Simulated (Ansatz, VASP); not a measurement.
**Ta3Si (Ta3Si (P4_2/n)) in two plane-wave programs**

Wanted: the spread between two codes on one cell, functional and k mesh. The structure shown is the start of the Ansatz relaxation below; VASP solves that cell, so the two are compared at the walk's first step.

Main program and level: Ansatz 0.2.0; plane waves, with VASP 6.6.1 beside it; single point at PBEsol.

### Step 1. Set-up

It takes space group P4_2/n (No. 86, tetragonal). Conventional cell: a = 10.174 Å, b = 10.174 Å, c = 5.196 Å, α = 90.00°, β = 90.00°, γ = 90.00°. Ta has 4 Si at 2.58 to 2.70 Å and 2 Ta at 2.87 to 2.89 Å nearest. Nearest to Ta lie 2 Si at 2.59 to 2.64 Å and 1 Ta at 2.69 Å. Nearest to Ta lie 3 Si at 2.57 to 2.82 Å and 3 Ta at 2.86 to 2.89 Å. Nearest to Si lie 9 Ta at 2.57 to 2.82 Å. Farther neighbours are not listed.

### Step 2. Ansatz: relaxation, PBEsol

Ansatz runs on its default PAW (the set named soft_2) files.

The two programs are compared at the cell with which this relaxation starts, whose forces are those of its first step.

File input.yaml:

```yaml
crystal:
  lattice:
    - [10.1743892, 0.0, 0.0]
    - [0.0, 10.1743892, 0.0]
    - [0.0, 0.0, 5.1959515]
  atoms:
    - { symbol: Ta, position: [0.64602046, 0.5186161, 0.27416167] }
    - { symbol: Ta, position: [0.08596587, 0.39953393, 0.03127079] }
    - { symbol: Ta, position: [0.81292215, 0.71360889, 0.51447498] }
    - { symbol: Ta, position: [0.58596587, 0.89953393, 0.46872921] }
    - { symbol: Ta, position: [0.0186161, 0.85397954, 0.77416167] }
    - { symbol: Ta, position: [0.14602046, 0.0186161, 0.22583833] }
    - { symbol: Ta, position: [0.68707785, 0.78639111, 0.98552502] }
    - { symbol: Ta, position: [0.18707785, 0.28639111, 0.51447498] }
    - { symbol: Ta, position: [0.21360889, 0.68707785, 0.01447498] }
    - { symbol: Ta, position: [0.89953393, 0.41403413, 0.53127079] }
    - { symbol: Ta, position: [0.28639111, 0.81292215, 0.48552502] }
    - { symbol: Ta, position: [0.5186161, 0.35397954, 0.72583833] }
    - { symbol: Ta, position: [0.4813839, 0.64602046, 0.72583833] }
    - { symbol: Ta, position: [0.9813839, 0.14602046, 0.77416167] }
    - { symbol: Ta, position: [0.31292215, 0.21360889, 0.98552502] }
    - { symbol: Ta, position: [0.39953393, 0.91403413, 0.96872921] }
    - { symbol: Ta, position: [0.78639111, 0.31292215, 0.01447498] }
    - { symbol: Ta, position: [0.91403413, 0.60046607, 0.03127079] }
    - { symbol: Ta, position: [0.60046607, 0.08596587, 0.96872921] }
    - { symbol: Ta, position: [0.41403413, 0.10046607, 0.46872921] }
    - { symbol: Ta, position: [0.85397954, 0.9813839, 0.22583833] }
    - { symbol: Ta, position: [0.71360889, 0.18707785, 0.48552502] }
    - { symbol: Ta, position: [0.35397954, 0.4813839, 0.27416167] }
    - { symbol: Ta, position: [0.10046607, 0.58596587, 0.53127079] }
    - { symbol: Si, position: [0.7949747, 0.96978414, 0.71923901] }
    - { symbol: Si, position: [0.96978414, 0.2050253, 0.28076099] }
    - { symbol: Si, position: [0.03021586, 0.7949747, 0.28076099] }
    - { symbol: Si, position: [0.2949747, 0.46978414, 0.78076099] }
    - { symbol: Si, position: [0.53021586, 0.2949747, 0.21923901] }
    - { symbol: Si, position: [0.2050253, 0.03021586, 0.71923901] }
    - { symbol: Si, position: [0.46978414, 0.7050253, 0.21923901] }
    - { symbol: Si, position: [0.7050253, 0.53021586, 0.78076099] }
basis:
  ecutwfc: 420
  xc_grid: 2
hamiltonian:
  xc: pbesol
kpoints:
  mp_grid: { grid: [4, 4, 8] }
scf:
  occupations: { method: fermi_dirac, width: 0.05 }
  max_iter: 150
output:
  forces: true
  stress: true
relax:
  f_tol: 0.01
  max_steps: 60
  cell: {}
checkpoint:
  write: "../pbesol.run"
  compress: false
  write_wavefunctions: false
  write_every: 100000
```

On the command line:

```bash
$ ansatz run input.yaml --threads 4 --pin off --max-ram 6594MiB --backend cpu --events-out ev --progress --plain --runs-dir out
```

Numbers of over 12 decimals in the logs are rounded to 6 here.

Log:

```text
Engine: ansatz 0.2.0, aarch64-unknown-linux-gnu
Pseudopotentials: kind: paw
Pseudopotential: Ta, paw, valence charge 13, recommended cutoff 420 eV (normal), Ta.paw.azcp
Pseudopotential: Si, paw, valence charge 4, recommended cutoff 420 eV (normal), Si.paw.azcp
Functional definition: PBEsol
  exchange = pbesol_x
  correlation = pbesol_c
Crystal: 32 atoms, lattice volume = 537.876 Å³
Basis set: ecut = 420 eV, 10501 PW (Γ), exchange–correlation on 144×144×72 points (8 copies of the dense FFT grid, shifted against one another)
Bands: 207, of which v1, the nominal top of the filled ones, is band 172 counted from 1 (171 counted from 0)
Symmetry: 8 space group operations
Space group: P42/n (ITA 86), of the structure as read, at distance tolerance 8.1e-5 Å
k-points: 30 of 128
Non-local potential: Ta, projectors of the file, l = 0: 3, l = 1: 2, l = 2: 2, l = 3: 1
Non-local potential: Si, projectors of the file, l = 0: 2, l = 1: 2, l = 2: 2
PAW form: soft (Blöchl's): semilocal exchange-correlation on the pseudo side does not see the compensation charge
PAW frozen core: Ta, regenerated for the run's functional, and the local potential with it (the file was generated under x = pbe(κ = 0.804, μ = 0.219515), c = pbe(β = 0.066725))
PAW frozen core: Si, regenerated for the run's functional, and the local potential with it (the file was generated under x = pbe(κ = 0.804, μ = 0.219515), c = pbe(β = 0.066725))
PAW one-centre angular grid: Ta, 590 points (default); XC on 64 Gauss nodes
PAW one-centre angular grid: Si, 110 points (default); XC on 64 Gauss nodes
Initial density: superposition of atomic densities (neutral atoms: chi_scale 0, normalization atom), corrected by the library's trained network
Initial wavefunctions: pseudopotential atomic-orbital guess
Functional: x = pbesol(κ = 0.804, μ = 0.123457), c = pbesol(β = 0.046)
SCF iter   1: F=—  HF=-240342.951633 eV  |F-HF|=—  |Δ(HF+E_count)|=         —  Δρ=5.11e-3  dr2=1.95e-1  ethr=1.77e-3  ⟨swp⟩=6.2  Hψ=24822  notcnv=0  defer=210
preconditioner: auto → Kerker (q_TF=auto, 2.532 Å⁻¹)  [metal: Δε(μ)=0.007 eV  Ē_g=4.955 eV  σ=0.050 eV  W_gap=0.03  n_scr=132 (ndim 8)  ℏωp=19.7 eV  f_vac=0.000  D(μ)=17.67/eV (n_scr^D=120)]
SCF iter   2: F=—  HF=-240342.923591 eV  |F-HF|=—  |Δ(HF+E_count)|=   2.80e-2  Δρ=2.82e-3  dr2=3.96e-2  ethr=5.67e-5  ⟨swp⟩=1.9  Hψ=7508  notcnv=0  defer=289
SCF iter   3: F=—  HF=-240342.914218 eV  |F-HF|=—  |Δ(HF+E_count)|=   9.37e-3  Δρ=7.01e-4  dr2=4.34e-3  ethr=1.15e-5  ⟨swp⟩=2.0  Hψ=7229  notcnv=0  defer=289
SCF iter   4: F=—  HF=-240342.913270 eV  |F-HF|=—  |Δ(HF+E_count)|=   9.48e-4  Δρ=1.45e-4  dr2=1.29e-4  ethr=1.26e-6  ⟨swp⟩=2.0  Hψ=7730  notcnv=0  defer=289
SCF iter   5: F=—  HF=-240342.913245 eV  |F-HF|=—  |Δ(HF+E_count)|=   2.55e-5  Δρ=2.66e-5  dr2=8.40e-6  ethr=3.74e-8  ⟨swp⟩=2.0  Hψ=8065  notcnv=0  defer=289
SCF iter   6: F=—  HF=-240342.913657 eV  |F-HF|=—  |Δ(HF+E_count)|=   4.12e-4  Δρ=7.04e-6  dr2=3.35e-7  ethr=2.44e-9  ⟨swp⟩=2.0  Hψ=7603  notcnv=0  defer=289
SCF iter   7: F=-240342.913657 eV  HF=-240342.913657 eV  |F-HF|=1.92e-8  |Δ(HF+E_count)|=   9.26e-8  Δρ=1.48e-6  dr2=2.43e-8  ethr=2.91e-11  ⟨swp⟩=4.0  Hψ=19007  notcnv=0
SCF 1 converged in 7 iterations: F = -240342.913657 eV  dr2 = 2.43e-8
  greatest PAW one-centre occupation: 1.000 electrons in one spin orbital (limit 2), on the Ta atom at site 21 (counted from 0), in its partial waves of l = 0
relax step   1: F+E_penalty+E_count = -240342.91365704 eV  Δ(F+E_penalty+E_count) = +0.000e0 eV  max|allowed force component| = 6.900e-2 eV/Å  Δτ_max = 0.0000 Å  P = -3.535 GPa  Ω = 537.876 Å³  (7 SCF iters, dr2 threshold 1.00e-7 eV, accepted)
[...]
relax step   5: F+E_penalty+E_count = -240343.02260153 eV  Δ(F+E_penalty+E_count) = -1.799e-3 eV  max|allowed force component| = 5.820e-3 eV/Å  Δτ_max = 0.0053 Å  P = +0.006 GPa  Ω = 528.939 Å³  energy of the carried Pulay correction = +2.968e-3 eV  (8 SCF iters, accepted)
[...]
relax step   6: F+E_penalty+E_count = -240343.01990320 eV  Δ(F+E_penalty+E_count) = +2.698e-3 eV  max|allowed force component| = 5.806e-3 eV/Å  Δτ_max = 0.0000 Å  P = -0.001 GPa  Ω = 528.939 Å³  stress off target by 2.85e-2 GPa  SCF on the basis re-selected at this cell (its energy is not comparable with the rows above)  (5 SCF iters)
basis re-selected at this cell: Δ(F+E_penalty+E_count) = +2.698e-3 eV, ΔP = -0.007 GPa vs the last step (what re-selecting the basis moved, of the pressure what is left beyond the Pulay correction that the steps carried, after the strain that the cell walked since its last selection, with what the two solves' SCF thresholds leave and, on support functions, any second-order correction that the steps lacked; it is no m [...]
SCF converged after 5 iterations
Free energy (F): -240343.019903 eV
Harris-Foulkes:  -240343.019903 eV  (|F-HF|=5.82e-11)
Internal energy: -240342.871773 eV  (E = F + TS)
E sigma→0 (E₀):  -240342.945838 eV
Entropy (-TS):   -0.148130 eV (-4.629 meV/atom)
Fermi energy:    17.603466 eV
--- Per-component energies (eV) ---
  E_band       = -2560.853634
  E_kinetic    = 9144.799451
  E_local      = -14689.037634  (includes V_loc(G=0)·N_el)
  E_nonlocal   = 620.829391
  E_hartree    = 5223.187555
  E_xc         = -5668.001152
  E_vxc        = -5295.472909  (∫ρ·V_xc dr)
  E_paw        = -202535.077323  (= ΣΔE_a)
  E_vpaw       = -2788.349483  (= ΣTr[D̂ρ^β])
  E_aug_tail   = 0.003344  (compensation charges beyond the density's cutoff)
  E_ewald      = -32444.955404
  E_core_change = 5.380001  (= ΣΔE_core)
  E_smearing   = -0.148130  (= −TS)
  E_closure    = 0.000000  (closes the sum)
  Σ components = -240343.019903   (vs F -240343.019903, Δ=0.00e0)
--- Forces (eV/Å), atoms counted from 1 ---
  atom   1  Ta     0.00317130     0.00092017    -0.00321209
  atom   2  Ta     0.00101043     0.00101077    -0.00008676
  atom   3  Ta     0.00067943    -0.00480356     0.00184512
  atom   4  Ta     0.00101043     0.00101077     0.00008676
  atom   5  Ta     0.00092017    -0.00317130    -0.00321209
  atom   6  Ta     0.00317130     0.00092017     0.00321209
  atom   7  Ta    -0.00067943     0.00480356    -0.00184512
  atom   8  Ta    -0.00067943     0.00480356     0.00184512
  atom   9  Ta    -0.00480356    -0.00067943     0.00184512
  atom  10  Ta     0.00101077    -0.00101043    -0.00008676
  atom  11  Ta     0.00480356     0.00067943    -0.00184512
  atom  12  Ta     0.00092017    -0.00317130     0.00321209
  atom  13  Ta    -0.00092017     0.00317130     0.00321209
  atom  14  Ta    -0.00092017     0.00317130    -0.00321209
  atom  15  Ta     0.00067943    -0.00480356    -0.00184512
  atom  16  Ta     0.00101077    -0.00101043     0.00008676
  atom  17  Ta     0.00480356     0.00067943     0.00184512
  atom  18  Ta    -0.00101043    -0.00101077    -0.00008676
  atom  19  Ta    -0.00101077     0.00101043     0.00008676
  atom  20  Ta    -0.00101043    -0.00101077     0.00008676
  atom  21  Ta    -0.00317130    -0.00092017     0.00321209
  atom  22  Ta    -0.00480356    -0.00067943    -0.00184512
  atom  23  Ta    -0.00317130    -0.00092017    -0.00321209
  atom  24  Ta    -0.00101077     0.00101043    -0.00008676
  atom  25  Si    -0.00580561     0.00384132    -0.00312298
  atom  26  Si     0.00384132     0.00580561     0.00312298
  atom  27  Si    -0.00384132    -0.00580561     0.00312298
  atom  28  Si    -0.00580561     0.00384132     0.00312298
  atom  29  Si    -0.00384132    -0.00580561    -0.00312298
  atom  30  Si     0.00580561    -0.00384132    -0.00312298
  atom  31  Si     0.00384132     0.00580561    -0.00312298
  atom  32  Si     0.00580561    -0.00384132     0.00312298
  max |Σ_I F_I| component: 5.20e-18 eV/Å
--- Stress (GPa, compression-positive) ---
        0.012977       0.000000       0.000000
       -0.000000       0.012977       0.000000
        0.000000       0.000000      -0.028486
  P = ⅓ Tr σ = -0.0008 GPa (-0.008 kbar)
--- Relaxed structure (5 steps of the walk, 3 accepted, 1 SCFs on fresh bases) ---
  F+E_penalty+E_count = -240343.01990320 eV   max|allowed force component| = 5.806e-3 eV/Å   (the final SCF, on the basis selected at the relaxed cell)
  cell:  # Å, volume = 528.9395 Å³
    - [10.124729, 0, 0.0]
    - [0, 10.124729, 0.0]
    - [0.0, 0.0, 5.159875]
  atoms:
    - { symbol: Ta, position: [0.646328, 0.517890, 0.274793] }
    - { symbol: Ta, position: [0.085590, 0.400124, 0.030510] }
    - { symbol: Ta, position: [0.812265, 0.713435, 0.513302] }
    - { symbol: Ta, position: [0.585590, 0.900124, 0.469490] }
    - { symbol: Ta, position: [0.017890, 0.853672, 0.774793] }
    - { symbol: Ta, position: [0.146328, 0.017890, 0.225207] }
    - { symbol: Ta, position: [0.687735, 0.786565, 0.986698] }
    - { symbol: Ta, position: [0.187735, 0.286565, 0.513302] }
    - { symbol: Ta, position: [0.213435, 0.687735, 0.013302] }
    - { symbol: Ta, position: [0.900124, 0.414410, 0.530510] }
    - { symbol: Ta, position: [0.286565, 0.812265, 0.486698] }
    - { symbol: Ta, position: [0.517890, 0.353672, 0.725207] }
    - { symbol: Ta, position: [0.482110, 0.646328, 0.725207] }
    - { symbol: Ta, position: [0.982110, 0.146328, 0.774793] }
    - { symbol: Ta, position: [0.312265, 0.213435, 0.986698] }
    - { symbol: Ta, position: [0.400124, 0.914410, 0.969490] }
    - { symbol: Ta, position: [0.786565, 0.312265, 0.013302] }
    - { symbol: Ta, position: [0.914410, 0.599876, 0.030510] }
    - { symbol: Ta, position: [0.599876, 0.085590, 0.969490] }
    - { symbol: Ta, position: [0.414410, 0.099876, 0.469490] }
    - { symbol: Ta, position: [0.853672, 0.982110, 0.225207] }
    - { symbol: Ta, position: [0.713435, 0.187735, 0.486698] }
    - { symbol: Ta, position: [0.353672, 0.482110, 0.274793] }
    - { symbol: Ta, position: [0.099876, 0.585590, 0.530510] }
    - { symbol: Si, position: [0.794996, 0.970254, 0.719485] }
    - { symbol: Si, position: [0.970254, 0.205004, 0.280515] }
    - { symbol: Si, position: [0.029746, 0.794996, 0.280515] }
    - { symbol: Si, position: [0.294996, 0.470254, 0.780515] }
    - { symbol: Si, position: [0.529746, 0.294996, 0.219485] }
    - { symbol: Si, position: [0.205004, 0.029746, 0.719485] }
    - { symbol: Si, position: [0.470254, 0.705004, 0.219485] }
    - { symbol: Si, position: [0.705004, 0.529746, 0.780515] }
```

In the SCF lines HF is the Harris–Foulkes energy and dr2 the Hartree energy of the density residual, in eV; the loop may stop once dr2 is under the threshold and the program's other checks hold. Hψ counts applications of the Hamiltonian.

(Continued in part 2 of 2.)

[Lines on the potential files, build, host, timing and source positions are cut from VASP's logs without a mark.]

[Logs are printed without paths, hosts, clocks, repeated set-up lines and the standing remarks that a program may print on its own settings, such as how far it seeks lower states.]

[Hosts, paths, dates, database ids (printed as entryN), source tags and the programs' standing remarks are cut or masked in the printed files.]
